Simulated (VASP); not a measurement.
A run of VASP 6.6.1 is set up as follows.

INCAR

```
SYSTEM = ZnO
PREC     = Accurate       ! precision mode
ENCUT    = 520            ! plane-wave cutoff, eV
EDIFF    = 1E-7           ! SCF threshold, eV
ISMEAR   = 0              ! smearing method
SIGMA    = 0.02           ! smearing width, eV
LREAL    = .False.        ! projectors in reciprocal space
LASPH    = .True.         ! aspherical terms in the spheres
NELM     = 60             ! most SCF steps
ALGO     = Fast           ! electronic algorithm
ISIF     = 2              ! what is computed and relaxed
LWAVE    = .False.        ! write WAVECAR
LCHARG   = .False.        ! write CHGCAR
GGA      = PE             ! functional
NBANDS   = 26             ! bands
AMIX     = 0.2
```

File KPOINTS:

```
regular mesh
0
Gamma
  12 12 6
  0 0 0
```

POSCAR

```
ZnO                                     
1.0
    3.2870285842     -0.0000000000      0.0000000000
   -1.6435142922      2.8466502541     -0.0000000000
    0.0000000000      0.0000000000      5.3053929938
  Zn              O             
     2     2
Direct
     0.3333333300000021    0.6666666699999979    0.4999597810423133
     0.6666666699999979    0.3333333300000021    0.9999597810423133
     0.6666666699999979    0.3333333300000021    0.3790502189576876
     0.3333333300000021    0.6666666699999979    0.8790502189576876
```

File KPOINTS_OPT:

```
path GMKGALHA,LM,KH
20
line-mode
reciprocal
 0.0000000000  0.0000000000  0.0000000000  G
 0.5000000000  0.0000000000  0.0000000000  M

 0.5000000000  0.0000000000  0.0000000000  M
 0.3333333333  0.3333333333  0.0000000000  K

 0.3333333333  0.3333333333  0.0000000000  K
 0.0000000000  0.0000000000  0.0000000000  G

 0.0000000000  0.0000000000  0.0000000000  G
 0.0000000000  0.0000000000  0.5000000000  A

 0.0000000000  0.0000000000  0.5000000000  A
 0.5000000000  0.0000000000  0.5000000000  L

 0.5000000000  0.0000000000  0.5000000000  L
 0.3333333333  0.3333333333  0.5000000000  H

 0.3333333333  0.3333333333  0.5000000000  H
 0.0000000000  0.0000000000  0.5000000000  A

 0.5000000000  0.0000000000  0.5000000000  L
 0.5000000000  0.0000000000  0.0000000000  M

 0.3333333333  0.3333333333  0.0000000000  K
 0.3333333333  0.3333333333  0.5000000000  H
```

Potentials or basis: VASP PAW PBE potentials, release 64 (Zn, O).

The run is started by

```bash
$ cat potpaw_PBE.64/Zn/POTCAR potpaw_PBE.64/O/POTCAR > POTCAR
$ mpirun -np 1 vasp_std > vasp.out
```

Q: What does it give for the pressure?

A: 0.0 GPa.

Q: Estimate the band gap on the k mesh.

A: 0.72 eV, direct.

Levels at the corners of the path, in eV from the valence-band top:
| point | band 15 | band 16 | band 17 | band 18 | band 19 | band 20 | band 21 | band 22 |
| --- | --- | --- | --- | --- | --- | --- | --- | --- |
| Γ | -0.75 | -0.08 | 0.00 | 0.00 | 0.72 | 5.07 | 8.05 | 12.69 |
| M | -2.70 | -2.12 | -1.22 | -0.79 | 5.59 | 6.81 | 7.52 | 8.22 |
| M | -2.70 | -2.12 | -1.22 | -0.79 | 5.59 | 6.81 | 7.52 | 8.22 |
| K | -3.45 | -1.82 | -1.82 | -1.64 | 7.44 | 7.44 | 7.65 | 8.06 |
| K | -3.45 | -1.82 | -1.82 | -1.64 | 7.44 | 7.44 | 7.65 | 8.06 |
| Γ | -0.75 | -0.08 | 0.00 | 0.00 | 0.72 | 5.07 | 8.05 | 12.69 |
| Γ | -0.75 | -0.08 | 0.00 | 0.00 | 0.72 | 5.07 | 8.05 | 12.69 |
| A | -0.37 | -0.37 | -0.37 | -0.37 | 3.34 | 3.34 | 9.89 | 9.89 |
| A | -0.37 | -0.37 | -0.37 | -0.37 | 3.34 | 3.34 | 9.89 | 9.89 |
| L | -1.42 | -1.42 | -1.30 | -1.30 | 5.63 | 5.63 | 8.19 | 8.19 |
| L | -1.42 | -1.42 | -1.30 | -1.30 | 5.63 | 5.63 | 8.19 | 8.19 |
| H | -2.56 | -2.56 | -1.17 | -1.17 | 7.74 | 7.74 | 7.94 | 7.94 |
| H | -2.56 | -2.56 | -1.17 | -1.17 | 7.74 | 7.74 | 7.94 | 7.94 |
| A | -0.37 | -0.37 | -0.37 | -0.37 | 3.34 | 3.34 | 9.89 | 9.89 |
| L | -1.42 | -1.42 | -1.30 | -1.30 | 5.63 | 5.63 | 8.19 | 8.19 |
| M | -2.70 | -2.12 | -1.22 | -0.79 | 5.59 | 6.81 | 7.52 | 8.22 |
| K | -3.45 | -1.82 | -1.82 | -1.64 | 7.44 | 7.44 | 7.65 | 8.06 |
| H | -2.56 | -2.56 | -1.17 | -1.17 | 7.74 | 7.74 | 7.94 | 7.94 |

**The experiment to reproduce.**

From “Electronic structure of alkaline earth and post-transition metal oxides”, 2009, arxiv:0908.1581, for a bulk crystal of ZnO: band gap 3.37 eV.

Measured gap of ZnO: 3.37 eV (quoted in “Electronic structure of alkaline earth and post-transition metal oxides”, 2009, arxiv:0908.1581). This calculation gives 0.72 eV (-2.65 eV). So large a miss can be the level of theory's own, or it may mean another phase, state or a wrong row. The value is that of PBE, without temperature or zero-point motion. Semilocal functionals fall short of measured gaps as a rule.
